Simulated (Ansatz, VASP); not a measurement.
# TaInS3: VASP beside Ansatz, part 3 of 3

Wanted: the spread between two codes on one cell, functional and k mesh. The cell is generated by rule, not measured, and may not be a known phase. The cell is taken from a series of runs on this material, whose earlier steps may have relaxed, scaled, displaced or heated it; both programs get it as it stands.

VASP 6.6.1 and Ansatz 0.2.0.

So far: Starting point; VASP: zone-centre phonons, PBE.

The structure was built from a prototype and need not be the compound's stable phase.

**3. Ansatz: zone-centre phonons, PBE**

Level of this step: Ansatz beside VASP: Kohn-Sham DFT, plane waves, PBE (Ansatz).

Ansatz runs on its PAW soft_1 files.

The same cell, functional, mesh and smearing now go to Ansatz, which takes its cutoff from its data sets.

File input.yaml:

```yaml
crystal:
  lattice:
    - [4.8575955774, 0.0, 0.0]
    - [0.0, 4.8575955774, 0.0]
    - [0.0, 0.0, 4.8575955774]
  atoms:
    - { symbol: In, position: [0.0, 0.0, 0.0] }
    - { symbol: Ta, position: [0.5, 0.5, 0.5] }
    - { symbol: S, position: [0.5, 0.5, 0.0] }
    - { symbol: S, position: [0.5, 0.0, 0.5] }
    - { symbol: S, position: [0.0, 0.5, 0.5] }
kpoints:
  mp_grid: { grid: [8, 8, 8] }
hamiltonian:
  xc: pbe
  pseudopotentials: { kind: paw, azcp: { folder: soft_1 } }
scf:
  occupations: { method: methfessel_paxton, width: 0.2 }
output:
  eigenvalues: true
phonons:
  method: dfpt
  qmesh: [2, 2, 2]
  temperatures: { t_max: 1000, t_step: 50 }
  qpath:
    path:
      - [[0.0, 0.0, 0.0], [0.0, 0.5, 0.0], [0.5, 0.5, 0.0], [0.0, 0.0, 0.0], [0.5, 0.5, 0.5], [0.0, 0.5, 0.0]]
      - [[0.5, 0.5, 0.5], [0.5, 0.5, 0.0]]
    npoints: 10
```

Launch:

```bash
$ ansatz run input.yaml --threads 4 --pin off --max-ram 16384MiB --backend cpu --events-out ev --progress --plain --runs-dir out
```

Numbers of over 12 decimals in the logs are rounded to 6 here.

The program printed:

```text
Engine: ansatz 0.2.0, aarch64-unknown-linux-gnu
Pseudopotentials: kind: paw
Pseudopotential: In, paw, valence charge 13, recommended cutoff 420 eV (normal), soft_1/In.paw.azcp
Pseudopotential: Ta, paw, valence charge 13, recommended cutoff 420 eV (normal), soft_1/Ta.paw.azcp
Pseudopotential: S, paw, valence charge 6, recommended cutoff 420 eV (normal), soft_1/S.paw.azcp
Functional definition: PBE
  parameter kappa = 0.804
  parameter beta = 0.066725
  exchange = pbe_x(kappa = kappa, mu = beta*pi^2/3)
  correlation = pbe_c(beta = beta)
Crystal: 5 atoms, lattice volume = 114.621 Å³
Basis set: ecut = 420 eV, 2205 PW (Γ), exchange–correlation on 72×72×72 points (8 copies of the dense FFT grid, shifted against one another)
Bands: 27, of which v1, the nominal top of the filled ones, is band 22 counted from 1 (21 counted from 0)
Symmetry: 48 space group operations
k-points: 35 of 512
Non-local potential: In, projectors of the file, l = 0: 2, l = 1: 2, l = 2: 2, l = 3: 1
Non-local potential: Ta, projectors of the file, l = 0: 3, l = 1: 2, l = 2: 2, l = 3: 1
Non-local potential: S, projectors of the file, l = 0: 2, l = 1: 2, l = 2: 1
PAW form: soft (Blöchl's): semilocal exchange-correlation on the pseudo side does not see the compensation charge
PAW one-centre angular grid: In, 590 points (default); XC on 64 Gauss nodes
PAW one-centre angular grid: Ta, 590 points (default); XC on 64 Gauss nodes
PAW one-centre angular grid: S, 110 points (default); XC on 64 Gauss nodes
Initial density: superposition of atomic densities (chi_scale 0.1, normalization cell, long waves kept (reshape's long-wave potential 0.00 eV rms))
Initial wavefunctions: pseudopotential atomic-orbital guess
Functional: x = pbe(κ = 0.804, μ = 0.219515), c = pbe(β = 0.066725)
SCF iter   1: F=—  HF=-18240.417888 eV  |F-HF|=—  |Δ(HF+E_count)|=         —  Δρ=2.55e-2  dr2=6.60e-1  ethr=3.10e-3  ⟨swp⟩=6.5  Hψ=4403  notcnv=0
preconditioner: auto → Kerker (q_TF=auto, 2.326 Å⁻¹)  [metal: Δε(μ)=0.130 eV  Ē_g=9.854 eV  σ=0.200 eV  W_gap=0.48  n_scr=26 (ndim 8)  ℏωp=20.8 eV  f_vac=0.000  D(μ)=1.49/eV (n_scr^D=6)]
SCF iter   2: F=—  HF=-18240.300221 eV  |F-HF|=—  |Δ(HF+E_count)|=   1.18e-1  S|Δr|=    0.00e0  Δρ=1.55e-2  dr2=2.82e-1  ethr=1.50e-3  ⟨swp⟩=1.0  Hψ=1226  notcnv=0
SCF iter   3: F=—  HF=-18240.238601 eV  |F-HF|=—  |Δ(HF+E_count)|=   6.16e-2  S|Δr|=    0.00e0  Δρ=3.08e-3  dr2=1.99e-2  ethr=6.40e-4  ⟨swp⟩=2.5  Hψ=1418  notcnv=0
SCF iter   4: F=—  HF=-18240.237203 eV  |F-HF|=—  |Δ(HF+E_count)|=   1.40e-3  S|Δr|=    0.00e0  Δρ=1.26e-3  dr2=3.67e-3  ethr=4.52e-5  ⟨swp⟩=2.5  Hψ=1690  notcnv=0  defer=10
SCF iter   5: F=—  HF=-18240.237576 eV  |F-HF|=—  |Δ(HF+E_count)|=   3.73e-4  S|Δr|=    0.00e0  Δρ=3.93e-4  dr2=4.98e-4  ethr=8.33e-6  ⟨swp⟩=2.0  Hψ=1235  notcnv=0  defer=10
SCF iter   6: F=—  HF=-18240.237615 eV  |F-HF|=—  |Δ(HF+E_count)|=   3.88e-5  S|Δr|=    0.00e0  Δρ=9.44e-5  dr2=1.13e-5  ethr=1.13e-6  ⟨swp⟩=2.0  Hψ=1284  notcnv=0  defer=12
SCF iter   7: F=—  HF=-18240.237618 eV  |F-HF|=—  |Δ(HF+E_count)|=   3.34e-6  S|Δr|=    0.00e0  Δρ=2.21e-5  dr2=5.12e-7  ethr=2.57e-8  ⟨swp⟩=2.0  Hψ=1566  notcnv=0  defer=13
SCF iter   8: F=—  HF=-18240.237617 eV  |F-HF|=—  |Δ(HF+E_count)|=   1.34e-6  S|Δr|=    0.00e0  Δρ=4.63e-6  dr2=3.57e-8  ethr=1.16e-9  ⟨swp⟩=2.0  Hψ=1412  notcnv=0  defer=18
SCF iter   9: F=—  HF=-18240.237617 eV  |F-HF|=—  |Δ(HF+E_count)|=   1.51e-8  S|Δr|=    0.00e0  Δρ=8.37e-7  dr2=7.96e-10  ethr=8.12e-11  ⟨swp⟩=2.4  Hψ=1556  notcnv=0  defer=18
SCF iter  10: F=—  HF=-18240.237617 eV  |F-HF|=—  |Δ(HF+E_count)|=  4.37e-11  S|Δr|=    0.00e0  Δρ=1.01e-7  dr2=1.24e-11  ethr=1.81e-12  ⟨swp⟩=2.4  Hψ=1629  notcnv=0  defer=18
SCF iter  11: F=-18240.237617 eV  HF=-18240.237617 eV  |F-HF|=0.00e0  |Δ(HF+E_count)|=  1.09e-11  S|Δr|=    0.00e0  Δρ=3.11e-8  dr2=1.69e-12  ethr=1.00e-12  ⟨swp⟩=9.5  Hψ=4938  notcnv=0
SCF 1 converged in 11 iterations: F = -18240.237617 eV  dr2 = 1.69e-12
  greatest PAW one-centre occupation: 0.999 electrons in one spin orbital (limit 2), on the Ta atom at site 1 (counted from 0), in its partial waves of l = 0
Initial density: read from a saved state, or passed on in memory by an earlier SCF of this step, an earlier step, the calling program or the single point that the run made first
iter 1 solved again at ethr=1.81e-6 eV; its pass at ethr=3.10e-3 eV (dr2=7.98e-4 eV) is discarded
SCF iter   1: F=—  HF=-18240.237616 eV  |F-HF|=—  |Δ(HF+E_count)|=         —  Δρ=1.66e-6  dr2=1.96e-9  ethr=1.81e-6  ⟨swp⟩=3.1  Hψ=6972  notcnv=0
eigensolver tolerance schedule: the retry pair's looser diagonalisation over-reported the residual by 406257.66 of it (diagonalisation noise at an unbounded share of the residual, at the tolerance the schedule requests for it); recorded, not acted on — ethr = c·dr2/N_el stays at c = 1.0e-1
preconditioner: auto → Kerker (q_TF=auto, 2.326 Å⁻¹)  [metal: Δε(μ)=0.122 eV  Ē_g=9.751 eV  σ=0.200 eV  W_gap=0.48  n_scr=26 (ndim 8)  ℏωp=20.8 eV  f_vac=0.000  D(μ)=1.10/eV (n_scr^D=6)]
SCF iter   2: F=—  HF=-18240.237617 eV  |F-HF|=—  |Δ(HF+E_count)|=   1.10e-6  S|Δr|=    0.00e0  Δρ=7.41e-7  dr2=3.72e-10  ethr=4.46e-12  ⟨swp⟩=5.1  Hψ=3174  notcnv=0
SCF iter   3: F=—  HF=-18240.237617 eV  |F-HF|=—  |Δ(HF+E_count)|=  5.46e-11  S|Δr|=    0.00e0  Δρ=5.08e-7  dr2=1.77e-10  ethr=1.00e-12  ⟨swp⟩=1.1  Hψ=951  notcnv=0
SCF iter   4: F=—  HF=-18240.237617 eV  |F-HF|=—  |Δ(HF+E_count)|=  2.91e-11  S|Δr|=    0.00e0  Δρ=2.80e-7  dr2=5.58e-11  ethr=1.00e-12  ⟨swp⟩=1.0  Hψ=945  notcnv=0
SCF iter   5: F=—  HF=-18240.237617 eV  |F-HF|=—  |Δ(HF+E_count)|=  1.09e-11  S|Δr|=    0.00e0  Δρ=1.67e-7  dr2=2.02e-11  ethr=1.00e-12  ⟨swp⟩=1.0  Hψ=945  notcnv=0
SCF iter   6: F=-18240.237617 eV  HF=-18240.237617 eV  |F-HF|=0.00e0  |Δ(HF+E_count)|=    0.00e0  S|Δr|=    0.00e0  Δρ=9.61e-8  dr2=6.67e-12  ethr=1.00e-12  ⟨swp⟩=2.4  Hψ=2024  notcnv=0
SCF 2 converged in 6 iterations: F = -18240.237617 eV  dr2 = 6.67e-12
phonons: the bands overlap, so this run is a metal and interpolates without the dipole-dipole term. If the crystal is really an insulator or semiconductor, its LO-TO splitting is missing
NSCF: frozen V_eff on 35 k-points
NSCF: frozen V_eff on 125 k-points
DFPT response loops at q = (0, 0, 0) (fractional): preconditioner auto → Kerker (q_TF=auto, 2.326 Å⁻¹) (partly filled bands, converged f_vac=0.000); β = 1.00, the filter's whole step (`scf.mixing.beta` (0.50) is not read by the response loops under this deck's `scf.mixing.preconditioner`; to damp them name `kerker` or `kerker_dos`, under which they read `scf.mixing.beta`, and type it under 1.00, their step now; both keys bind the ground state too); Broyden in place of MSR1
NSCF: frozen V_eff on 250 k-points
DFPT response loops at q = (0, 0, -0.5) (fractional): mixed as the last ones told, above
NSCF: frozen V_eff on 250 k-points
DFPT response loops at q = (0, -0.5, -0.5) (fractional): mixed as the last ones told, above
NSCF: frozen V_eff on 250 k-points
DFPT response loops at q = (-0.5, -0.5, -0.5) (fractional): mixed as the last ones told, above
SCF converged after 11 iterations
Stability not checked: this state was not tested for a lower state beside it, because cold or Methfessel-Paxton smearing, or corrected tetrahedra, fill the levels in a way that the test cannot read (fill_not_monotonic; see scf.lower_state_search)
Free energy (F): -18240.237617 eV
Harris-Foulkes:  -18240.237617 eV  (|F-HF|=0.00e0)
Internal energy: -18240.245717 eV  (E = F + TS)
E sigma→0 (E₀):  -18240.239642 eV
Entropy (-TS):   0.008100 eV (1.620 meV/atom)
Fermi energy:    7.700512 eV
Step filling:    the computed levels leave a gap of 0.0011 eV = 0.0 smearing widths at the electron count; against every level under it full and every level over it empty, smearing changes F+E_penalty+E_count by +3.425 meV and its σ→0 estimate by +1.400 meV
--- Per-component energies (eV) ---
  E_band       = -279.114771
  E_kinetic    = 918.702680
  E_local      = -2512.121199  (includes V_loc(G=0)·N_el)
  E_nonlocal   = 419.220120
  E_hartree    = 931.852018
  E_xc         = -730.493346
  E_vxc        = -569.833372  (∫ρ·V_xc dr)
  E_paw        = -14332.945052  (= ΣΔE_a)
  E_vpaw       = -398.787302  (= ΣTr[D̂ρ^β])
  E_aug_tail   = 0.000238  (compensation charges beyond the density's cutoff)
  E_ewald      = -2934.461176
  E_smearing   = 0.008100  (= −TS)
  E_closure    = 0.000000  (closes the sum)
  Σ components = -18240.237617   (vs F -18240.237617, Δ=0.00e0)
--- Band table (eV; the first three rows and the last of 35) ---
  k-point 0: bands = [... 18 lower, 6.4344, 6.8434, 6.8434, 6.8434, 7.2211, 7.2211, 7.2211, 9.6216, ... 1 higher]
  k-point 1: bands = [... 18 lower, 6.3686, 6.5296, 6.7309, 6.7309, 7.2278, 7.9000, 7.9000, 9.6273, ... 1 higher]
  k-point 2: bands = [... 18 lower, 6.2192, 6.7618, 6.7618, 6.7830, 7.2443, 8.8268, 8.8268, 9.6392, ... 1 higher]
  k-point 34: bands = [... 18 lower, 4.5948, 7.7476, 7.7476, 7.7476, 10.0769, 10.0769, 10.0769, 13.8194, ... 1 higher]
--- Phonons (Γ-DFPT): 4 representative perturbations + reference (Σ response iterations 12) ---
  ASR residual: 1.073e-5 → 0.000e0 eV/Å²; symmetrization residual: 6.877e-6 eV/Å²
  ASR residual per site (eV/Å²): 9.95e-6 7.25e-6 1.07e-5 1.07e-5 1.07e-5
  Γ frequencies (cm⁻¹): -42.99 -42.99 -42.99 0.00 0.00 0.00 26.25 26.25 26.25 112.39 112.39 112.39 301.72 301.72 301.72
--- Phonons (arbitrary-q DFPT): 4 irreducible q on the 2×2×2 mesh ---
  q = [0.0000, 0.0000, 0.0000] (star 1, of the zone-centre solve; hermiticity 1.62e-6, symmetrization 6.37e-13): -42.99 -42.99 -42.99 -0.00 -0.00 0.00 26.25 26.25 26.25 112.39 112.39 112.39 301.72 301.72 301.72
  q = [0.0000, 0.0000, -0.5000] (star 3, 9 solved perturbations in 975 linear systems a pass and spin channel, the states on 125 of 512 k-point pairs; hermiticity 9.03e-7, symmetrization 8.39e-14): -19.78 -19.78 18.98 18.98 42.36 72.37 72.37 123.49 136.04 136.04 136.26 180.40 286.49 286.49 417.15
  q = [0.0000, -0.5000, -0.5000] (star 3, 9 solved perturbations in 975 linear systems a pass and spin channel, the states on 125 of 512 k-point pairs; hermiticity 1.78e-6, symmetrization 8.21e-14): -92.34 -26.64 14.56 14.56 25.77 125.33 125.33 127.77 127.77 168.36 168.36 185.39 201.93 271.55 451.00
  q = [-0.5000, -0.5000, -0.5000] (star 1, 4 solved perturbations in 350 linear systems a pass and spin channel, the states on 125 of 512 k-point pairs; hermiticity 7.73e-7, symmetrization 1.68e-12): -101.39 -101.39 -95.20 -95.20 -95.20 23.27 23.27 23.27 156.97 156.97 156.97 190.68 190.68 190.68 477.07
  sum rule: each row above includes the acoustic sum rule's correction from the zone centre's row sums; it moved no ω² by more than (0.30 cm⁻¹)²
  mesh force constants: q→R imaginary residual 6.56e-18; ASR residual 1.073e-5 → 0.000e0 eV/Å²; symmetrization residual 8.882e-15 eV/Å²
  interpolated dispersion: 62 rows × 15 modes
  density of states and harmonic sums: on the 14×14×14 q-mesh, interpolated from the force constants of a 2×2×2 supercell (no non-analytic term)
  largest difference from the sums on the solved wave vectors: F 3.51e-1 eV, S 4.73e-4 and C_V 1.23e-4 eV/K
  zero-point energy: 0.117166 eV/cell   skipped modes (ω ≤ 0): 199, of them read as no rigid motion or as one in doubt: 196 (1.455e0 modes/cell left out, lowest -101.39 cm⁻¹)   left out of the sums: 9.71e-2 of the cell's modes: C_V's classical limit lies that fraction below 3 k_B per atom; for a crystal, a wire or a layer, F and S can be off by more, and a phonons.interpolated_qmesh denser along its periods is the remedy for the sampling
```

Reading the cycles: dr2 is the Hartree energy of the density residual (eV), the measure of convergence; HF is the Harris–Foulkes estimate of the energy, which meets the free energy F at convergence.

**4. Differences**

Known differences besides the potentials themselves: VASP's run holds the zone centre alone; the data sets hold 44 valence electrons in Ansatz (on its PAW soft_1 files) and 42 in VASP; the cutoff is 420 eV in Ansatz and 500 eV in VASP. Total energies have different zeros and are not compared.

Both answers:

```tsv
quantity	Ansatz	VASP	difference
optical mode 1 to 3 (imaginary, printed as negative) (cm⁻¹)	-43.0	-46.0	+3.0
optical mode 4 to 6 (cm⁻¹)	26.2	23.9	+2.3
optical mode 7 to 9 (cm⁻¹)	112.4	111.9	+0.42 %
optical mode 10 to 12 (cm⁻¹)	301.7	300.6	+0.39 %
```

Modes are paired by rising frequency, not by their patterns, so a pair may set unlike modes beside each other; they are those without the splitting of longitudinal modes.

**5. What came out**

| Quantity | Value |
| --- | --- |
| r.m.s. difference of the optical zone-centre modes, each program's sorted by frequency (zone-centre phonons, PBE) | 2.0 cm⁻¹ |

The r.m.s. difference of the optical zone-centre modes, each program's sorted by frequency is 2.0 cm⁻¹ (zone-centre phonons, PBE). The data sets hold unlike numbers of valence electrons (44 in Ansatz and 42 in VASP), so part of the differences comes from the potentials. How closely two codes agree says nothing of how well the functional describes the real material.

[Lines on the potential files, build, host, timing and source positions are cut from VASP's logs without a mark.]

[Logs are printed without paths, hosts, clocks, repeated set-up lines and the standing remarks that a program may print on its own settings, such as how far it seeks lower states.]

[Hosts, paths, dates, database ids (printed as entryN), source tags and the programs' standing remarks are cut or masked in the printed files.]
